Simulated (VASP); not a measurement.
Data:

```
AlN
1.0
    0.00000     2.18143     2.18143
    2.18143     0.00000     2.18143
    2.18143     2.18143     0.00000
Al N
1 1
Direct
  0.00000   0.00000   0.00000
  0.25000   0.25000   0.25000
```

All values below come from MS2 meta-GGA, VASP's PBE PAW potentials (set 64) (plane waves; VASP). Settings: 520 eV cut-off, 12×12×12 Γ-centred mesh, tetrahedra with Blöchl corrections, potentials Al N.

Task: Predict the energy per atom (σ→0), band gap (over mesh and band path) with the smallest direct gap where there is one.

Result: 
```yaml
band gap (over mesh and band path): 3.66 eV
smallest direct gap (over mesh and band path): 4.61 eV
energy per atom (σ→0): -10.507 eV/atom
```

Only differences to runs with the same potentials and settings are physical.

The compound is AlN in the zinc blende structure, a metastable form; wurtzite is the usual one. It was relaxed first.
